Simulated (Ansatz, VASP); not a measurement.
**Cross-check of TaN between VASP and Ansatz**

Wanted: the spread between two codes on one cell, functional and k mesh. The cell is taken from a series of runs on this material, whose earlier steps may have relaxed, scaled, displaced or heated it; both programs get it as it stands.

Method: plane waves, with VASP 6.6.1 beside it; zone-centre phonons at LDA, in Ansatz 0.2.0.

## (1) The starting structure

It takes space group P-6m2 (No. 187, hexagonal). The conventional cell has a = 2.865 Å, b = 2.865 Å, c = 2.818 Å, α = 90.00°, β = 90.00°, γ = 120.00°. Nearest to N lie 6 Ta at 2.17 Å. Nearest to Ta lie 6 N at 2.17 Å. Farther neighbours and most contacts between anions are not listed.

## (2) Ansatz: zone-centre phonons, LDA

Ansatz runs on its PAW soft_1 files.

Second derivatives magnify differences that forces hide, and they need a tight electronic threshold.

input.yaml reads:

```yaml
crystal:
  lattice:
    - [2.8645611586, 0.0, 0.0]
    - [-1.4322805793, 2.480782734, 0.0]
    - [0.0, 0.0, 2.8183909544]
  atoms:
    - { symbol: "N", position: [0.6666666667, 0.3333333333, 0.0] }
    - { symbol: Ta, position: [0.0, 0.0, 0.5] }
kpoints:
  mp_grid: { grid: [18, 18, 16] }
hamiltonian:
  xc: lda
  pseudopotentials: { kind: paw, azcp: { folder: soft_1 }, xc_functional: pbe }
scf:
  occupations: { method: methfessel_paxton, width: 0.2 }
output:
  eigenvalues: true
phonons:
  method: dfpt
```

Started as:

```sh
ansatz run input.yaml --threads 4 --pin off --max-ram 10240MiB --backend cpu --events-out ev --progress --plain --runs-dir out
```

Numbers of over 12 decimals in the logs are rounded to 6 here.

Log:

```text
zone centre: on kpoints.mp_grid the ground state, and the responses unless they are solved on pairs of k-points, stand on 819 of the mesh's 5184 k-points, reduced under 4 symmetry operations, with k and −k counted as one. Each operation leaves every solved displacement unchanged or reverses it
Engine: ansatz 0.2.0, aarch64-unknown-linux-gnu
Pseudopotentials: kind: paw
Pseudopotential: N, paw, valence charge 5, recommended cutoff 420 eV (normal), soft_1/N.paw.azcp
Pseudopotential: Ta, paw, valence charge 13, recommended cutoff 420 eV (normal), soft_1/Ta.paw.azcp
Functional definition: SPW92
  exchange = slater_x
  correlation = pw_c
Crystal: 2 atoms, lattice volume = 20.028 Å³
Basis set: ecut = 420 eV, 405 PW (Γ), exchange–correlation on 40×40×40 points (8 copies of the dense FFT grid, shifted against one another)
Bands: 13, of which v1, the nominal top of the filled ones, is band 9 counted from 1 (8 counted from 0)
Symmetry: 12 space group operations
k-points: 819 of 5184 (irreducible under 4 space group operations, time reversal used)
Non-local potential: N, projectors of the file, l = 0: 2, l = 1: 2, l = 2: 1
Non-local potential: Ta, projectors of the file, l = 0: 3, l = 1: 2, l = 2: 2, l = 3: 1
PAW form: soft (Blöchl's): semilocal exchange-correlation on the pseudo side does not see the compensation charge
PAW frozen core: N, regenerated for the run's functional, and the local potential with it (the file was generated under x = pbe(κ = 0.804, μ = 0.219515), c = pbe(β = 0.066725))
PAW frozen core: Ta, regenerated for the run's functional, and the local potential with it (the file was generated under x = pbe(κ = 0.804, μ = 0.219515), c = pbe(β = 0.066725))
PAW one-centre angular grid: N, 110 points (default); XC on 64 Gauss nodes
PAW one-centre angular grid: Ta, 590 points (default); XC on 64 Gauss nodes
Initial density: superposition of atomic densities (chi_scale 0.1, normalization cell, long waves kept (reshape's long-wave potential 0.00 eV rms))
Initial wavefunctions: pseudopotential atomic-orbital guess
Functional: x = slater, c = lda
SCF iter   1: F=—  HF=-10060.050042 eV  |F-HF|=—  |Δ(HF+E_count)|=         —  Δρ=5.14e-2  dr2=3.28e-1  ethr=3.10e-3  ⟨swp⟩=5.0  Hψ=52680  notcnv=0
preconditioner: auto → none  [metal: Δε(μ)=0.078 eV  Ē_g=11.795 eV  σ=0.200 eV  W_gap=0.32  n_scr=8 (ndim 8)  ℏωp=26.2 eV  f_vac=0.000  D(μ)=0.04/eV (n_scr^D=0)  sad-step TF]
SCF iter   2: F=—  HF=-10060.017665 eV  |F-HF|=—  |Δ(HF+E_count)|=   3.24e-2  S|Δr|=    0.00e0  Δρ=3.20e-2  dr2=1.34e-1  ethr=1.82e-3  ⟨swp⟩=1.0  Hψ=17199  notcnv=0
SCF iter   3: F=—  HF=-10059.990439 eV  |F-HF|=—  |Δ(HF+E_count)|=   2.72e-2  S|Δr|=    0.00e0  Δρ=1.61e-3  dr2=2.62e-4  ethr=7.45e-4  ⟨swp⟩=2.5  Hψ=14652  notcnv=0
SCF iter   4: F=—  HF=-10059.990495 eV  |F-HF|=—  |Δ(HF+E_count)|=   5.62e-5  S|Δr|=    0.00e0  Δρ=3.28e-4  dr2=2.13e-5  ethr=1.46e-6  ⟨swp⟩=2.6  Hψ=17657  notcnv=0
SCF iter   5: F=—  HF=-10059.990488 eV  |F-HF|=—  |Δ(HF+E_count)|=   6.89e-6  S|Δr|=    0.00e0  Δρ=3.66e-5  dr2=7.64e-8  ethr=1.18e-7  ⟨swp⟩=2.2  Hψ=16771  notcnv=0
SCF iter   6: F=—  HF=-10059.990488 eV  |F-HF|=—  |Δ(HF+E_count)|=   4.06e-7  S|Δr|=    0.00e0  Δρ=5.39e-6  dr2=3.05e-9  ethr=4.25e-10  ⟨swp⟩=2.0  Hψ=16564  notcnv=0
SCF iter   7: F=—  HF=-10059.990488 eV  |F-HF|=—  |Δ(HF+E_count)|=  8.20e-10  S|Δr|=    0.00e0  Δρ=1.20e-6  dr2=1.68e-10  ethr=1.69e-11  ⟨swp⟩=2.0  Hψ=14795  notcnv=0
SCF iter   8: F=-10059.990488 eV  HF=-10059.990488 eV  |F-HF|=0.00e0  |Δ(HF+E_count)|=  3.09e-11  S|Δr|=    0.00e0  Δρ=2.29e-7  dr2=5.64e-12  ethr=1.00e-12  ⟨swp⟩=6.0  Hψ=46630  notcnv=0
the search or the solves at the SCF's close seem to have found levels that the self-consistency loop had missed (the run counts 3). By its estimate they hold under 1e-12 electrons; where the run keeps them, the occupations were computed again with them
SCF 1 converged in 8 iterations: F = -10059.990488 eV  dr2 = 5.64e-12
  greatest PAW one-centre occupation: 0.999 electrons in one spin orbital (limit 2), on the Ta atom at site 1 (counted from 0), in its partial waves of l = 0
DFPT response loops at Γ: preconditioner auto → Kerker (q_TF=auto, 2.680 Å⁻¹) (partly filled bands, converged f_vac=0.000); β = 1.00, the filter's whole step (`scf.mixing.beta` (0.50) is not read by the response loops under this deck's `scf.mixing.preconditioner`; to damp them name `kerker` or `kerker_dos`, under which they read `scf.mixing.beta`, and type it under 1.00, their step now; both keys bind the ground state too); Broyden in place of MSR1
SCF converged after 8 iterations
Stability not checked: this state was not tested for a lower state beside it, because cold or Methfessel-Paxton smearing, or corrected tetrahedra, fill the levels in a way that the test cannot read (fill_not_monotonic; see scf.lower_state_search)
Free energy (F): -10059.990488 eV
Harris-Foulkes:  -10059.990488 eV  (|F-HF|=0.00e0)
Internal energy: -10059.991399 eV  (E = F + TS)
E sigma→0 (E₀):  -10059.990716 eV
Entropy (-TS):   0.000911 eV (0.456 meV/atom)
Fermi energy:    21.341280 eV
--- Per-component energies (eV) ---
  E_band       = -31.112659
  E_kinetic    = 529.305071
  E_local      = -545.513620  (includes V_loc(G=0)·N_el)
  E_nonlocal   = 30.676709
  E_hartree    = 198.345524
  E_xc         = -380.473134
  E_vxc        = -312.977135  (∫ρ·V_xc dr)
  E_paw        = -8177.127908  (= ΣΔE_a)
  E_vpaw       = -129.295557  (= ΣTr[D̂ρ^β])
  E_aug_tail   = 0.000859  (compensation charges beyond the density's cutoff)
  E_ewald      = -1715.543941
  E_core_change = 0.339041  (= ΣΔE_core)
  E_smearing   = 0.000911  (= −TS)
  E_closure    = 0.000000  (closes the sum)
  Σ components = -10059.990488   (vs F -10059.990488, Δ=0.00e0)
--- Band table (eV; the first three rows and the last of 819) ---
  k-point 0: bands = [... 5 lower, 16.5639, 16.5639, 16.8736, 18.4279, 24.3077, 25.3202, 25.3202, 25.7965]
  k-point 1: bands = [... 5 lower, 16.5988, 16.5988, 16.6005, 18.6608, 24.4400, 24.6525, 24.6525, 26.3046]
  k-point 2: bands = [... 5 lower, 15.9518, 16.6990, 16.6990, 19.2320, 23.7685, 23.7685, 24.8026, 26.7014]
  k-point 818: bands = [... 5 lower, 13.2975, 14.3123, 17.2077, 20.4149, 26.0636, 26.9396, 28.1209, 29.1722]
--- Phonons (Γ-DFPT): 4 representative perturbations + reference, on 819 of 5184 k-points (Σ response iterations 12) ---
  k mesh reduced under 4 symmetry operations, with k and −k counted as one. Each operation leaves every solved displacement unchanged or reverses it
  ASR residual: 1.153e-4 → 0.000e0 eV/Å²; symmetrization residual: 2.380e-6 eV/Å²
  ASR residual per site (eV/Å²): 1.15e-4 9.32e-5
  Γ frequencies (cm⁻¹): 0.00 0.00 0.00 579.09 579.09 619.65
  non-analytic LO–TO correction: not included (Born effective charges unavailable; polar crystals: no LO–TO splitting at Γ)
```

(Part 1 of 2 ends here.)

[Lines on the potential files, build, host, timing and source positions are cut from VASP's logs without a mark.]

[Logs are printed without paths, hosts, clocks, repeated set-up lines and the standing remarks that a program may print on its own settings, such as how far it seeks lower states.]

[Hosts, paths, dates, database ids (printed as entryN), source tags and the programs' standing remarks are cut or masked in the printed files.]
